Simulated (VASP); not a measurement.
A run of VASP 6.6.1 is set up as follows.

Contents of INCAR:

```
SYSTEM = Ta
PREC = Accurate
ENCUT = 600
EDIFF = 1E-6
ISMEAR = -1
SIGMA = 0.05
LREAL = .FALSE.
LASPH = .TRUE.
NELM = 80
ALGO = Fast
ISIF = 3
LWAVE = .FALSE.
LCHARG = .FALSE.
GGA = PE
IBRION = 2
NSW = 40
EDIFFG = -0.005
PSTRESS = 502.0
```

KPOINTS

```
Automatic mesh
0
G
  23 23 23
  0 0 0
```

The input POSCAR:

```
Ta
1.0
   -1.6515000000      1.6515000000      1.6515000000
    1.6515000000     -1.6515000000      1.6515000000
    1.6515000000      1.6515000000     -1.6515000000
Ta
1
Direct
    0.0000000000      0.0000000000      0.0000000000
```

Potentials or basis: VASP PAW PBE potentials, release 64 (Ta_pv).

Command:

```bash
$ cat potpaw_PBE.64/Ta_pv/POTCAR > POTCAR
$ mpirun -np 1 vasp_std > vasp.out
```

(1) Estimate the relaxed volume.

(2) Estimate the band gap on the k mesh.

(3) Predict the space group after relaxing (to 0.05 Å).

Answers

(1) 15.24 Å³/atom.

(2) none (metal or under the smearing width).

(3) Im-3m (No. 229).

Caveat: the cell is relaxed towards a set pressure, so the enthalpy falls and the energy may rise; the volume moved by over 15 % at a fixed basis, so the end points are rough.
